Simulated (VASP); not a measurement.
Output of a VASP run:

OSZICAR:
```
       N       E                     dE             d eps       ncg     rms          rms(c)
DAV:   1     0.937775627983E+01    0.93778E+01   -0.45304E+03   768   0.977E+02
DAV:   2    -0.227684054782E+02   -0.32146E+02   -0.31818E+02   992   0.174E+02
DAV:   3    -0.235178035320E+02   -0.74940E+00   -0.74940E+00   896   0.326E+01
DAV:   4    -0.235201032467E+02   -0.22997E-02   -0.22997E-02  1152   0.172E+00
DAV:   5    -0.235201081183E+02   -0.48716E-05   -0.48716E-05   872   0.561E-02    0.891E+00
DAV:   6    -0.188577477194E+02    0.46624E+01   -0.89384E+00   856   0.216E+01    0.403E+00
DAV:   7    -0.193111121215E+02   -0.45336E+00   -0.11799E+00   976   0.805E+00    0.220E+00
DAV:   8    -0.187357972391E+02    0.57531E+00   -0.87097E-01   760   0.743E+00    0.160E+00
DAV:   9    -0.191654306520E+02   -0.42963E+00   -0.21838E-01   752   0.528E+00    0.665E-01
DAV:  10    -0.191660153343E+02   -0.58468E-03   -0.31401E-02   808   0.138E+00    0.383E-01
DAV:  11    -0.191645949699E+02    0.14204E-02   -0.50315E-04   880   0.285E-01    0.354E-01
DAV:  12    -0.191661472446E+02   -0.15523E-02   -0.16183E-04   856   0.100E-01    0.312E-01
DAV:  13    -0.191794386607E+02   -0.13291E-01   -0.80438E-03   752   0.830E-01    0.867E-02
DAV:  14    -0.191794967100E+02   -0.58049E-04   -0.90985E-05   920   0.111E-01    0.899E-02
DAV:  15    -0.191793757345E+02    0.12098E-03   -0.21889E-04   912   0.978E-02    0.587E-02
DAV:  16    -0.191793903993E+02   -0.14665E-04   -0.21824E-04   792   0.128E-01    0.164E-02
DAV:  17    -0.191793756913E+02    0.14708E-04   -0.47635E-06   936   0.271E-02    0.989E-03
DAV:  18    -0.191793890077E+02   -0.13316E-04   -0.30785E-06   752   0.222E-02    0.812E-03
DAV:  19    -0.191793775227E+02    0.11485E-04   -0.30318E-06   768   0.178E-02    0.414E-03
DAV:  20    -0.191793841763E+02   -0.66536E-05   -0.62108E-07   800   0.781E-03    0.430E-03
DAV:  21    -0.191793823089E+02    0.18674E-05   -0.18253E-08   400   0.219E-03    0.314E-03
DAV:  22    -0.191793837677E+02   -0.14587E-05   -0.16857E-08   392   0.179E-03    0.112E-03
DAV:  23    -0.191793830681E+02    0.69960E-06   -0.59090E-09   376   0.884E-04    0.639E-04
DAV:  24    -0.191793830858E+02   -0.17687E-07   -0.53159E-09   376   0.649E-04
   1 F= -.19049953E+02 E0= -.19049953E+02  d E =-.190500E+02
```

File OUTCAR:
```
------------------------ aborting loop because EDIFF is reached ----------------------------------------
  FORCE on cell =-STRESS in cart. coord.  units (eV):
  Direction    XX          YY          ZZ          XY          YZ          ZX
  --------------------------------------------------------------------------------------
  Total        0.1205773      0.1205773      0.1205773      0.0000000      0.0000000      0.0000000
  in kB        9.3160523      9.3160523      9.3160523      0.0000000      0.0000000      0.0000000
  external PRESSURE =      -0.6839477 kB  Pullay stress =      10.0000000 kB
  volume of cell :       20.74
      direct lattice vectors                 reciprocal lattice vectors
     0.000000000  2.180576959  2.180576959    -0.229297112  0.229297112  0.229297112
     2.180576959  0.000000000  2.180576959     0.229297112 -0.229297112  0.229297112
     2.180576959  2.180576959  0.000000000     0.229297112  0.229297112 -0.229297112
  FREE ENERGIE OF THE ION-ELECTRON SYSTEM (eV)
  ---------------------------------------------------
  free  energy   TOTEN  =       -19.1793830858 eV

  energy  without entropy=      -19.1793830858  energy(sigma->0) =      -19.17938309
  enthalpy is  TOTEN    =       -19.0499534676 eV   P V=        0.1294296181

 reached required accuracy - stopping structural energy minimisation
```
(Selected blocks of OUTCAR.)

**POSCAR**
```
AlN
1
   -0.0000000000     2.1805769593     2.1805769593
    2.1805769593     0.0000000000     2.1805769593
    2.1805769593     2.1805769593     0.0000000000
Al N
1 1
Direct
  0.0000000000   0.0000000000   0.0000000000
  0.2500000000   0.2500000000   0.2500000000
```

**Question.** Reconstruct the remaining input files.

**Answer.** This is not unique; one that fits is the input of the run itself, r2SCAN meta-GGA, plane waves, VASP's PBE PAW potentials (set 64).

File KPOINTS:
```
Automatic mesh
0
Gamma
10 10 10
0 0 0
```

INCAR:
```
EDIFFG=-0.01   # ionic stop
ALGO=Normal
LREAL=.FALSE.   # projection in real space or not
NELM=100   # most electronic steps
ENCUT=600   # plane-wave cut-off (eV)
EDIFF=1E-7
ISIF=3
NSW=40   # most ionic steps
LCHARG=.FALSE.
PREC=Accurate
IBRION=2
LWAVE=.FALSE.
SYSTEM=AlN
ISMEAR=0   # Gaussian
PSTRESS=10
LASPH=.TRUE.
LMIXTAU=.TRUE.
SIGMA=0.05
METAGGA=R2SCAN
```

POTCAR, in this order: Al N (PBE.64 set). Program: vasp_std.

The compound is AlN in the zinc blende structure, a metastable form; wurtzite is the usual one. It was relaxed first under an external pressure of 1 GPa.
